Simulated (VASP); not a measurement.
Consider the following.

```xyz
1
Lattice="0.0000 2.0197 2.0197 2.0197 0.0000 2.0197 2.0197 2.0197 0.0000" Properties=species:S:1:pos:R:3 pbc="T T T"
Ag     0.0000     2.0197     2.0197
```

Calculation: SCAN meta-GGA, VASP's PBE PAW potentials (set 64) (plane waves; VASP 6.6.1). Settings: 520 eV cut-off, 15×15×15 Γ-centred mesh, first-order Methfessel-Paxton smearing of 0.10 eV, potentials Ag.

Problem. Give the stress tensor in GPa (positive for a compressed cell).

Solution. 
```
3.78  0.00  0.00
0.00  3.78  0.00
0.00  0.00  3.78
```
The pressure is its mean diagonal, 3.78 GPa.

The compound is Ag in the fcc structure. This cell is one point of a volume scan, at 0.97 of the reference volume.
